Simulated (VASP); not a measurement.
Output of a VASP run:

**OSZICAR**
```
       N       E                     dE             d eps       ncg     rms          rms(c)
DAV:   1     0.244289443044E+03    0.24429E+03   -0.17375E+04  3580   0.214E+03
DAV:   2    -0.165991262959E+02   -0.26089E+03   -0.25237E+03  3524   0.377E+02
DAV:   3    -0.311708667985E+02   -0.14572E+02   -0.13804E+02  3652   0.122E+02
DAV:   4    -0.314032112945E+02   -0.23234E+00   -0.23125E+00  3747   0.161E+01
DAV:   5    -0.314089672190E+02   -0.57559E-02   -0.57549E-02  4924   0.212E+00    0.221E+01
DAV:   6    -0.279485548054E+02    0.34604E+01   -0.45966E+01  3597   0.104E+02    0.179E+01
DAV:   7    -0.305477395796E+02   -0.25992E+01   -0.19437E+01  4124   0.114E+02    0.258E+01
DAV:   8    -0.265805850490E+02    0.39672E+01   -0.16637E+01  4249   0.573E+01    0.516E+00
DAV:   9    -0.266802006376E+02   -0.99616E-01   -0.62299E-01  3942   0.996E+00    0.326E+00
DAV:  10    -0.266472453411E+02    0.32955E-01   -0.94349E-02  4747   0.812E+00    0.159E+00
DAV:  11    -0.266419001416E+02    0.53452E-02   -0.30892E-02  5460   0.242E+00    0.981E-01
DAV:  12    -0.266439027089E+02   -0.20026E-02   -0.54890E-03  4568   0.189E+00    0.258E-01
DAV:  13    -0.266439596565E+02   -0.56948E-04   -0.14941E-03  4480   0.508E-01    0.103E-01
DAV:  14    -0.266439948432E+02   -0.35187E-04   -0.12808E-04  4092   0.165E-01    0.824E-02
DAV:  15    -0.266439986836E+02   -0.38404E-05   -0.62040E-05  4396   0.208E-01    0.140E-02
DAV:  16    -0.266439999195E+02   -0.12359E-05   -0.11143E-05  3962   0.312E-02    0.775E-03
DAV:  17    -0.266439999818E+02   -0.62387E-07   -0.46275E-07  3597   0.997E-03
   1 F= -.26644000E+02 E0= -.26643563E+02  d E =-.131024E-02  mag=     4.5823
```

File OUTCAR:
```
------------------------ aborting loop because EDIFF is reached ----------------------------------------
  FORCE on cell =-STRESS in cart. coord.  units (eV):
  Direction    XX          YY          ZZ          XY          YZ          ZX
  --------------------------------------------------------------------------------------
  Total       -1.6946326     -1.6946326     -1.6946326      0.0000000      0.0000000     -0.0000000
  in kB      -62.3586757    -62.3586757    -62.3586757      0.0000000      0.0000000     -0.0000000
  external PRESSURE =     -62.3586757 kB  Pullay stress =       0.0000000 kB
  volume of cell :       43.54
      direct lattice vectors                 reciprocal lattice vectors
     3.518004714  0.000000000  0.000000000     0.284252035  0.000000000  0.000000000
     0.000000000  3.518004714  0.000000000     0.000000000  0.284252035  0.000000000
     0.000000000  0.000000000  3.518004714     0.000000000  0.000000000  0.284252035
 POSITION                                       TOTAL-FORCE (eV/Angst)
 -----------------------------------------------------------------------------------
      0.00000      0.00000      0.00000         0.000000      0.000000      0.000000
      0.00000      1.75900      1.75900         0.000000      0.000000      0.000000
      1.75900      0.00000      1.75900         0.000000      0.000000      0.000000
      1.75900      1.75900      0.00000         0.000000      0.000000      0.000000
 -----------------------------------------------------------------------------------
    total drift:                                0.000000      0.000000      0.000000
  FREE ENERGIE OF THE ION-ELECTRON SYSTEM (eV)
  ---------------------------------------------------
  free  energy   TOTEN  =       -26.6439999818 eV

  energy  without entropy=      -26.6426897446  energy(sigma->0) =      -26.64356324

 total charge

# of ion       s       p       d       tot
------------------------------------------
    1        0.484   0.522   6.128   7.133
    2        0.513   0.530   8.334   9.377
    3        0.513   0.530   8.334   9.377
    4        0.513   0.530   8.334   9.377
--------------------------------------------------
tot          2.022   2.112  31.130  35.264

 magnetization (x)

# of ion       s       p       d       tot
------------------------------------------
    1        0.005  -0.001   2.835   2.839
    2       -0.015  -0.041   0.634   0.578
    3       -0.015  -0.041   0.634   0.578
    4       -0.015  -0.041   0.634   0.578
--------------------------------------------------
tot         -0.041  -0.123   4.738   4.574
```
(Selected blocks of OUTCAR.)

File POSCAR:
```
Ni3Fe
1
    3.5180047136     0.0000000000     0.0000000000
    0.0000000000     3.5180047136     0.0000000000
    0.0000000000     0.0000000000     3.5180047136
Fe Ni
1 3
Direct
  0.0000000000   0.0000000000   0.0000000000
  0.0000000000   0.5000000000   0.5000000000
  0.5000000000   0.0000000000   0.5000000000
  0.5000000000   0.5000000000   0.0000000000
```

### Question
Reconstruct the remaining input files.

### Answer
One answer among several that fit: the input of the run itself, AM05 GGA, plane waves, VASP's PBE PAW potentials (set 64).

### INCAR
```
SYSTEM = Ni3Fe
PREC = Accurate
ENCUT = 520
EDIFF = 1E-7
NELM = 100
ALGO = Normal
LREAL = .FALSE.
LASPH = .TRUE.
ISMEAR = 1
SIGMA = 0.1
GGA = AM
LMAXMIX = 4
ISPIN = 2
MAGMOM = 2.8 0.6 0.6 0.6
LORBIT = 10
LWAVE = .FALSE.
LCHARG = .FALSE.
ISIF = 2
```

KPOINTS:
```
kpoints
0
Gamma
9 9 9
```

POTCAR, in this order: Fe Ni (PBE.64 set). Program: vasp_std.

The compound is Ni3Fe in the L1_2 structure. This cell is one point of a volume scan, at 1.03 of the reference volume.
